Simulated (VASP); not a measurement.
# MnF2: input slips in a phonon run and what they do, part 2 of 3

Aim: see how common mistakes in a phonon run show up, on MnF2. The starting structure is a measured crystal structure from the Crystallography Open Database.

VASP 6.6.1.

## (2) Reference modes (continued)

Level of this step: LDA, DFT+U (Mn d 3.9 eV), spin-polarised from a ferromagnetic start; plane waves and PAW (Mn_pv, F) (VASP).

Parts of OUTCAR (step 2):

```text
ion  position               nearest neighbor table
   1  0.500  0.500  0.500-   3 2.07   5 2.07   4 2.10   6 2.10   4 2.10   6 2.10
   2  0.000  0.000  0.000-   4 2.07   6 2.07   5 2.10   3 2.10   3 2.10   5 2.10
   3  0.805  0.195  0.500-   1 2.07   2 2.10   2 2.10
   4  0.695  0.695  0.000-   2 2.07   1 2.10   1 2.10
   5  0.195  0.805  0.500-   1 2.07   2 2.10   2 2.10
   6  0.305  0.305  0.000-   2 2.07   1 2.10   1 2.10

  LATTYP: Found a simple tetragonal cell.
 ALAT       =     4.8030081862
 C/A-ratio  =     0.6791288913

 Subroutine GETGRP returns: Found 16 space group operations
 (whereof  8 operations were pure point group operations)

The static configuration has the point symmetry D_2h.
 The point group associated with its full space group is D_4h.

 Found     24 irreducible k-points:

   k-points           NKPTS =     24   k-points in BZ     NKDIM =     24   number of bands    NBANDS=     41

   dimension x,y,z NGX =    36 NGY =   36 NGZ =   24
   dimension x,y,z NGXF=    72 NGYF=   72 NGZF=   48

   ENCUT  =  520.0 eV  38.22 Ry    6.18 a.u.   8.93  8.93  6.06*2*pi/ulx,y,z

   NELECT =      54.0000    total number of electrons

 k-points in reciprocal lattice and weights: Automatic mesh
   0.00000000  0.00000000  0.00000000       0.010
   0.25000000  0.00000000  0.00000000       0.042
   0.50000000  0.00000000  0.00000000       0.021
   0.25000000  0.25000000  0.00000000       0.042
   0.50000000  0.25000000  0.00000000       0.042
   0.50000000  0.50000000  0.00000000       0.010
   0.00000000  0.00000000  0.16666667       0.021
   0.25000000  0.00000000  0.16666667       0.083
   0.50000000  0.00000000  0.16666667       0.042
[...]
0.50000000  0.25000000  0.50000000       0.042
   0.50000000  0.50000000  0.50000000       0.010

atom =   1  type =  1  l = 2

 onsite density matrix

spin component  1

  0.9714 -0.0001  0.0225  0.0001 -0.0000
 -0.0001  0.9655 -0.0001  0.0191 -0.0000
  0.0225 -0.0001  0.9596  0.0001 -0.0000
  0.0001  0.0191  0.0001  0.9655 -0.0000
 -0.0000 -0.0000 -0.0000 -0.0000  0.9460

spin component  2

  0.0512 -0.0002  0.0279  0.0002  0.0000
 -0.0002  0.0421 -0.0001  0.0245 -0.0000
  0.0279 -0.0001  0.0345  0.0001 -0.0000
  0.0002  0.0245  0.0001  0.0421 -0.0000
  0.0000 -0.0000 -0.0000 -0.0000  0.0163

 occupancies and eigenvectors

  o =  0.0137  v =  0.0000  0.0000  0.0000  0.0000  0.0000 -0.5969 -0.0071  0.8022  0.0071  0.0000      0.0000  0.0000  0.0000  0.0000  0.0000  0.0000  0.0000  0.0000  0.0000  0.0000
  o =  0.0163  v =  0.0000  0.0000  0.0000  0.0000  0.0000 -0.0000 -0.0002  0.0000 -0.0002 -1.0000      0.0000  0.0000  0.0000  0.0000  0.0000  0.0000  0.0000  0.0000  0.0000  0.0000
  o =  0.0176  v =  0.0000  0.0000  0.0000  0.0000  0.0000  0.0021 -0.7071 -0.0110  0.7071  0.0000      0.0000  0.0000  0.0000  0.0000  0.0000  0.0000  0.0000  0.0000  0.0000  0.0000
  o =  0.0666  v =  0.0000  0.0000  0.0000  0.0000  0.0000 -0.0000  0.7071 -0.0000  0.7071 -0.0002      0.0000  0.0000  0.0000  0.0000  0.0000  0.0000  0.0000  0.0000  0.0000  0.0000
  o =  0.0720  v =  0.0000  0.0000  0.0000  0.0000  0.0000  0.8023 -0.0034  0.5969  0.0034  0.0000      0.0000  0.0000  0.0000  0.0000  0.0000  0.0000  0.0000  0.0000  0.0000  0.0000
  o =  0.9422  v = -0.6111 -0.0003  0.7916  0.0003 -0.0000  0.0000  0.0000  0.0000  0.0000  0.0000      0.0000  0.0000  0.0000  0.0000  0.0000  0.0000  0.0000  0.0000  0.0000  0.0000
  o =  0.9460  v = -0.0000  0.0003  0.0000  0.0003  1.0000  0.0000  0.0000  0.0000  0.0000  0.0000      0.0000  0.0000  0.0000  0.0000  0.0000  0.0000  0.0000  0.0000  0.0000  0.0000
  o =  0.9464  v = -0.0033 -0.7071 -0.0030  0.7071  0.0000  0.0000  0.0000  0.0000  0.0000  0.0000      0.0000  0.0000  0.0000  0.0000  0.0000  0.0000  0.0000  0.0000  0.0000  0.0000
  o =  0.9846  v = -0.0000 -0.7071 -0.0000 -0.7071  0.0004  0.0000  0.0000  0.0000  0.0000  0.0000      0.0000  0.0000  0.0000  0.0000  0.0000  0.0000  0.0000  0.0000  0.0000  0.0000
  o =  0.9888  v =  0.7916 -0.0031  0.6111  0.0031 -0.0000  0.0000  0.0000  0.0000  0.0000  0.0000      0.0000  0.0000  0.0000  0.0000  0.0000  0.0000  0.0000  0.0000  0.0000  0.0000

atom =   2  type =  1  l = 2

 onsite density matrix

spin component  1

  0.9714 -0.0004 -0.0225  0.0004  0.0000
 -0.0004  0.9655  0.0000 -0.0191 -0.0001
 -0.0225  0.0000  0.9596 -0.0000 -0.0000
  0.0004 -0.0191 -0.0000  0.9655 -0.0001
  0.0000 -0.0001 -0.0000 -0.0001  0.9460

spin component  2

  0.0513 -0.0005 -0.0279  0.0005  0.0000
 -0.0005  0.0421  0.0003 -0.0245 -0.0001
 -0.0279  0.0003  0.0345 -0.0003  0.0000
  0.0005 -0.0245 -0.0003  0.0421 -0.0001
  0.0000 -0.0001  0.0000 -0.0001  0.0163

 occupancies and eigenvectors

  o =  0.0137  v =  0.0000  0.0000  0.0000  0.0000  0.0000 -0.5969 -0.0022 -0.8023  0.0022  0.0000      0.0000  0.0000  0.0000  0.0000  0.0000  0.0000  0.0000  0.0000  0.0000  0.0000
  o =  0.0163  v =  0.0000  0.0000  0.0000  0.0000  0.0000 -0.0000 -0.1070 -0.0000 -0.1070 -0.9885      0.0000  0.0000  0.0000  0.0000  0.0000  0.0000  0.0000  0.0000  0.0000  0.0000
  o =  0.0176  v =  0.0000  0.0000  0.0000  0.0000  0.0000  0.0000 -0.6990  0.0000 -0.6990  0.1513      0.0000  0.0000  0.0000  0.0000  0.0000  0.0000  0.0000  0.0000  0.0000  0.0000
  o =  0.0665  v =  0.0000  0.0000  0.0000  0.0000  0.0000  0.1167  0.6993 -0.0906 -0.6993 -0.0000      0.0000  0.0000  0.0000  0.0000  0.0000  0.0000  0.0000  0.0000  0.0000  0.0000
  o =  0.0721  v =  0.0000  0.0000  0.0000  0.0000  0.0000 -0.7938  0.1044  0.5900 -0.1044 -0.0000      0.0000  0.0000  0.0000  0.0000  0.0000  0.0000  0.0000  0.0000  0.0000  0.0000
  o =  0.9422  v = -0.6111 -0.0052 -0.7915  0.0052 -0.0000  0.0000  0.0000  0.0000  0.0000  0.0000      0.0000  0.0000  0.0000  0.0000  0.0000  0.0000  0.0000  0.0000  0.0000  0.0000
  o =  0.9460  v = -0.0000  0.2275 -0.0000  0.2275  0.9468  0.0000  0.0000  0.0000  0.0000  0.0000      0.0000  0.0000  0.0000  0.0000  0.0000  0.0000  0.0000  0.0000  0.0000  0.0000
  o =  0.9464  v =  0.0000  0.6695  0.0000  0.6695 -0.3217  0.0000  0.0000  0.0000  0.0000  0.0000      0.0000  0.0000  0.0000  0.0000  0.0000  0.0000  0.0000  0.0000  0.0000  0.0000
  o =  0.9845  v =  0.0903  0.7020 -0.0790 -0.7020  0.0000  0.0000  0.0000  0.0000  0.0000  0.0000      0.0000  0.0000  0.0000  0.0000  0.0000  0.0000  0.0000  0.0000  0.0000  0.0000
  o =  0.9889  v = -0.7864  0.0847  0.6060 -0.0847 -0.0000  0.0000  0.0000  0.0000  0.0000  0.0000      0.0000  0.0000  0.0000  0.0000  0.0000  0.0000  0.0000  0.0000  0.0000  0.0000

 average (electrostatic) potential at core
       1 -71.3548       2 -71.3545       3 -76.7389       4 -76.7387       5 -76.7387
       6 -76.7387

 E-fermi :   2.7641

[...]
0.000000  0.000000  0.000000    -0.247039   -0.257663   -0.000000
      3.866208  0.936800  1.630931    -0.080679   -0.055838    0.000000
      3.338304  3.338304  0.000000     0.443990    0.440154    0.000000
      0.936800  3.866208  1.630931    -0.080679   -0.055838   -0.000000
      1.464704  1.464704  0.000000     0.443990    0.440154    0.000000

   4 f  =   10.815784 THz    67.957574 2PiTHz  360.775714 cm-1    44.730467 meV
             X         Y         Z           dx          dy          dz
      2.401504  2.401504  1.630931     0.000000   -0.000000    0.000000
      0.000000  0.000000  0.000000     0.000000   -0.000000    0.000000
      3.866208  0.936800  1.630931     0.353553   -0.353553    0.000000
      3.338304  3.338304  0.000000    -0.353553   -0.353553    0.000000
      0.936800  3.866208  1.630931    -0.353553    0.353553   -0.000000
      1.464704  1.464704  0.000000     0.353553    0.353553    0.000000

   5 f  =   10.664675 THz    67.008127 2PiTHz  355.735257 cm-1    44.105531 meV
             X         Y         Z           dx          dy          dz
      2.401504  2.401504  1.630931     0.000000    0.000000   -0.370240
      0.000000  0.000000  0.000000    -0.000000   -0.000000    0.370240
      3.866208  0.936800  1.630931    -0.000000    0.000000   -0.425983
      3.338304  3.338304  0.000000     0.000000    0.000000    0.425983
      0.936800  3.866208  1.630931     0.000000   -0.000000   -0.425983
      1.464704  1.464704  0.000000    -0.000000   -0.000000    0.425983

   6 f  =    9.654207 THz    60.659169 2PiTHz  322.029669 cm-1    39.926572 meV
             X         Y         Z           dx          dy          dz
      2.401504  2.401504  1.630931    -0.000000   -0.000000    0.452708
      0.000000  0.000000  0.000000    -0.000000   -0.000000    0.452708
      3.866208  0.936800  1.630931     0.000000   -0.000000   -0.384094
      3.338304  3.338304  0.000000    -0.000000   -0.000000   -0.384094
      0.936800  3.866208  1.630931    -0.000000    0.000000   -0.384094
      1.464704  1.464704  0.000000     0.000000    0.000000   -0.384094

   7 f  =    8.083643 THz    50.791025 2PiTHz  269.641296 cm-1    33.431245 meV
             X         Y         Z           dx          dy          dz
      2.401504  2.401504  1.630931    -0.698492    0.069645    0.000000
      0.000000  0.000000  0.000000     0.695119   -0.012249    0.000000
      3.866208  0.936800  1.630931    -0.071892   -0.019862    0.000000
      3.338304  3.338304  0.000000     0.074733   -0.028478   -0.000000
      0.936800  3.866208  1.630931    -0.071892   -0.019862   -0.000000
      1.464704  1.464704  0.000000     0.074733   -0.028478   -0.000000

   8 f  =    8.083643 THz    50.791025 2PiTHz  269.641296 cm-1    33.431245 meV
             X         Y         Z           dx          dy          dz
      2.401504  2.401504  1.630931     0.012249    0.695119   -0.000000
      0.000000  0.000000  0.000000    -0.069645   -0.698492   -0.000000
      3.866208  0.936800  1.630931     0.028478    0.074733   -0.000000
      3.338304  3.338304  0.000000     0.019862   -0.071892    0.000000
      0.936800  3.866208  1.630931     0.028478    0.074733    0.000000
      1.464704  1.464704  0.000000     0.019862   -0.071892   -0.000000

   9 f  =    7.795197 THz    48.978669 2PiTHz  260.019792 cm-1    32.238331 meV
             X         Y         Z           dx          dy          dz
      2.401504  2.401504  1.630931     0.000000   -0.000000   -0.000000
      0.000000  0.000000  0.000000     0.000000    0.000000   -0.000000
      3.866208  0.936800  1.630931    -0.000000   -0.000000    0.003892
      3.338304  3.338304  0.000000     0.000000    0.000000    0.707096
      0.936800  3.866208  1.630931     0.000000   -0.000000   -0.003892
      1.464704  1.464704  0.000000     0.000000   -0.000000   -0.707096

  10 f  =    7.795197 THz    48.978669 2PiTHz  260.019792 cm-1    32.238331 meV
             X         Y         Z           dx          dy          dz
      2.401504  2.401504  1.630931     0.000000    0.000000   -0.000000
      0.000000  0.000000  0.000000    -0.000000   -0.000000    0.000000
      3.866208  0.936800  1.630931    -0.000000   -0.000000    0.707096
      3.338304  3.338304  0.000000    -0.000000    0.000000   -0.003892
      0.936800  3.866208  1.630931     0.000000   -0.000000   -0.707096
      1.464704  1.464704  0.000000    -0.000000   -0.000000    0.003892

  11 f  =    6.244264 THz    39.233870 2PiTHz  208.286241 cm-1    25.824191 meV
             X         Y         Z           dx          dy          dz
      2.401504  2.401504  1.630931    -0.000000    0.000000    0.000000
      0.000000  0.000000  0.000000    -0.000000    0.000000   -0.000000
      3.866208  0.936800  1.630931    -0.353553   -0.353553   -0.000000
      3.338304  3.338304  0.000000    -0.353553    0.353553   -0.000000
      0.936800  3.866208  1.630931     0.353553    0.353553    0.000000
      1.464704  1.464704  0.000000     0.353553   -0.353553    0.000000

  12 f  =    4.376793 THz    27.500199 2PiTHz  145.994085 cm-1    18.100951 meV
             X         Y         Z           dx          dy          dz
      2.401504  2.401504  1.630931     0.228298   -0.085765   -0.000000
      0.000000  0.000000  0.000000     0.337212   -0.262579    0.000000
      3.866208  0.936800  1.630931    -0.056176   -0.144010    0.000000
      3.338304  3.338304  0.000000    -0.410764    0.431637   -0.000000
      0.936800  3.866208  1.630931    -0.056176   -0.144010    0.000000
      1.464704  1.464704  0.000000    -0.410764    0.431637   -0.000000

  13 f  =    4.376793 THz    27.500199 2PiTHz  145.994085 cm-1    18.100951 meV
             X         Y         Z           dx          dy          dz
      2.401504  2.401504  1.630931     0.262579    0.337212    0.000000
      0.000000  0.000000  0.000000     0.085765    0.228298   -0.000000
      3.866208  0.936800  1.630931    -0.431637   -0.410764   -0.000000
      3.338304  3.338304  0.000000     0.144010   -0.056176    0.000000
      0.936800  3.866208  1.630931    -0.431637   -0.410764   -0.000000
      1.464704  1.464704  0.000000     0.144010   -0.056176    0.000000
    [... 42 further lines ...]
      3.338304  3.338304  0.000000    -0.274501    0.175331    0.000000
      0.936800  3.866208  1.630931    -0.271235    0.170172    0.000000
      1.464704  1.464704  0.000000    -0.274501    0.175331    0.000000

 ELASTIC MODULI CONTR FROM IONIC RELAXATION (kBar)
 Direction    XX          YY          ZZ          XY          YZ          ZX
 --------------------------------------------------------------------------------
 XX         -33.8517     30.5781     17.1175     -0.0000     -0.0000      0.0000
 YY          30.5781    -33.8517     17.1175      0.0000      0.0000     -0.0000
 ZZ          17.1175     17.1175   -179.0134     -0.0000      0.0000      0.0000
 XY          -0.0000      0.0000      0.0000    -28.9236      0.0000     -0.0000
 YZ          -0.0000      0.0000      0.0000      0.0000   -161.0852      0.0000
 ZX           0.0000     -0.0000      0.0000     -0.0000      0.0000   -161.0853
 --------------------------------------------------------------------------------

 total charge
# of ion       s       p       d       tot
------------------------------------------
    1        0.181   6.168   4.974  11.323
    2        0.181   6.168   4.974  11.323
    3        1.725   4.359   0.000   6.084
    4        1.725   4.359   0.000   6.084
    5        1.725   4.359   0.000   6.084
    6        1.725   4.359   0.000   6.084
--------------------------------------------------
tot          7.263  29.773   9.948  46.984

 magnetization (x)
# of ion       s       p       d       tot
------------------------------------------
    1        0.020   0.019   4.612   4.651
    2        0.020   0.019   4.612   4.651
    3        0.007   0.061   0.000   0.068
    4        0.007   0.061   0.000   0.068
    5        0.007   0.061   0.000   0.068
    6        0.007   0.061   0.000   0.068
--------------------------------------------------
tot          0.068   0.282   9.224   9.574

[... 6 further parts left out ...]
```

The last energy, forces, stress and levels in OUTCAR belong to the last displaced cell, not to the cell of POSCAR.

Reference: the zone-centre modes are at the top B2g 493.1, Eu (3) 394.0, A1g 360.8, B1u (2) 355.7 cm⁻¹, at the bottom A2g 208.3, Eu (1) 146.0, B1u (1) 117.0, B1g 22.3 cm⁻¹, with 3 more of the listed ones between.

## (3) Modes with one-sided displacements

A slip made on purpose: one-sided displacements. Against step 2 the input has NFREE = 1 (also changed: NELM).

INCAR reads:

```
SYSTEM = MnF2
PREC = Accurate
ENCUT = 520
EDIFF = 1E-08
NELM = 60
ISMEAR = 0
SIGMA = 0.03
LREAL = .FALSE.
ALGO = Normal
GGA = CA
NBANDS = 41
ISPIN = 2
MAGMOM = 4 4 0 0 0 0
LDAU = .TRUE.
LDAUTYPE = 2
LDAUL = 2 -1
LDAUU = 3.9 0
LDAUJ = 0 0
LDAUPRINT = 1
LASPH = .TRUE.
LMAXMIX = 4
LORBIT = 11
LWAVE = .FALSE.
LCHARG = .FALSE.
KPAR = 8
IBRION = 6
NFREE = 1
POTIM = 0.015
NSW = 1
ISIF = 2
```

POSCAR reads:

```
MnF2
1.0
    4.8030081862      0.0000000000      0.0000000000
    0.0000000000      4.8030081862      0.0000000000
    0.0000000000      0.0000000000      3.2618616242
Mn F
2 4
Direct
    0.5000000000      0.5000000000      0.5000000000
    0.0000000000      0.0000000000      0.0000000000
    0.8049555566      0.1950444434      0.5000000000
    0.6950444434      0.6950444434      0.0000000000
    0.1950444434      0.8049555566      0.5000000000
    0.3049555566      0.3049555566      0.0000000000
```

KPOINTS reads:

```
Automatic mesh
0
Gamma
4 4 6
0 0 0
```

Potentials, in the order of the species: Mn_pv and F (LDA family, release 64).

Command:

```console
> mpirun -np 8 vasp_std
```

Log:

```text
[banner, memory and clock lines left out]
running    8 mpi-ranks, on    1 nodes
[...]
[... a notice as in an earlier step ...]

 LDA part: xc-table for (Slater(with rela. corr.)+CA(PZ))
 , standard interpolation
 POSCAR, INCAR and KPOINTS ok, starting setup
[...]
entering main loop
       N       E                     dE             d eps       ncg     rms          rms(c)
[... 16 cycles as in an earlier step ...]
   1 F= -.40138488E+02 E0= -.40138488E+02  d E =-.176059E-34  mag=    10.0000
[... from here on, the cycles between the ionic steps are left out ...]
   2 F= -.40137267E+02 E0= -.40137267E+02  d E =-.182920E-34  mag=    10.0000
   3 F= -.40137498E+02 E0= -.40137498E+02  d E =-.179576E-34  mag=    10.0000
   4 F= -.40137794E+02 E0= -.40137794E+02  d E =-.199585E-35  mag=    10.0000
   5 F= -.40137922E+02 E0= -.40137922E+02  d E =-.221856E-34  mag=    10.0000
 Finite differences progress:
  Degree of freedom:   4/  4
  Displacement:        1/  1
  Total:               4/  4
```

Wall time 34 s (8 MPI ranks of Intel Xeon 6975P-C (Granite Rapids), shared host); peak memory 3.2 GiB.

OUTCAR, selected parts (step 3):

```text
  Total        0.0028986      0.0028986      0.0117704     -0.0011181     -0.0447911      0.0447911
  in kB        0.0617172      0.0617172      0.2506167     -0.0238067     -0.9536958      0.9536967
  external PRESSURE =       0.1246837 kB  Pullay stress =       0.0000000 kB

 POSITION                                       TOTAL-FORCE (eV/Angst)
 -----------------------------------------------------------------------------------
      2.40150      2.40150      1.63093         0.000161     -0.000161      0.000358
      0.00000      0.00000      0.00000         0.001784     -0.001784      0.063807
      3.86621      0.93680      1.64593        -0.002117      0.002117     -0.076570
      3.33830      3.33830      0.00000         0.000078      0.000071      0.009032
      0.93680      3.86621      1.63093         0.000164     -0.000164     -0.005659
      1.46470      1.46470      0.00000        -0.000071     -0.000078      0.009032
 -----------------------------------------------------------------------------------
    total drift:                               -0.000116     -0.000011     -0.000037

  FREE ENERGIE OF THE ION-ELECTRON SYSTEM (eV)
  ---------------------------------------------------
  free  energy   TOTEN  =       -40.1379216110 eV

  energy  without entropy=      -40.1379216110  energy(sigma->0) =      -40.13792161

[... 3 parts as in an earlier step ...]

[... 1 further part left out ...]
[key lines of the parts left out:]
E-fermi :   2.7641
```

The last energy, forces and stress in OUTCAR belong to the last displaced cell, not to that of POSCAR.

With one-sided displacements the modes are at the top B2g 491.9, Eu (3) 391.8 cm⁻¹, at the bottom B1u (1) 117.1, B1g 19.1 cm⁻¹, with 7 more of the listed ones between; the largest shift is -3.2 cm⁻¹, in B1g, from the reference.

(Part 2 of 3 ends here.)

[Lines on the potential files, build, host, timing and source positions are cut from VASP's logs without a mark.]

[Logs are printed without paths, hosts, clocks, repeated set-up lines and the standing remarks that a program may print on its own settings, such as how far it seeks lower states.]

[Hosts, paths, dates, database ids (printed as entryN), source tags and the programs' standing remarks are cut or masked in the printed files.]
